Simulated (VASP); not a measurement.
Data:

```xyz
1
Lattice="0.0000 2.0250 2.0250 2.0250 0.0000 2.0250 2.0250 2.0250 0.0000" Properties=species:S:1:pos:R:3 pbc="T T T"
Al     0.0000     0.0000     0.0000
```

These are r2SCAN meta-GGA, VASP's PBE PAW potentials (set 64) (plane waves; VASP 6.6.1) values and carry that method's errors. Settings: 480 eV cut-off, 14×14×14 Γ-centred mesh, first-order Methfessel-Paxton smearing of 0.10 eV, potentials Al.

Energy and stress use the plane-wave basis of the starting cell.

Task: The ions, cell shape and volume are relaxed. Which structure does the run end with?

Result: 
```xyz
1
Lattice="0.0000 1.9912 1.9912 1.9912 0.0000 1.9912 1.9912 1.9912 0.0000" Properties=species:S:1:pos:R:3 pbc="T T T"
Al     0.0000     0.0000     0.0000
```
Space group Fm-3m (225), at a tolerance of 0.03 Å.

Task: How do energy and volume change from the first to the last step?

Result: The energy (σ→0) changes by -11.1 meV/atom and the volume by -4.9 %, in 3 ionic steps.

The compound is Al in the fcc structure. This run relaxes it. Symmetry was kept, so distortions that lower it aren't found.
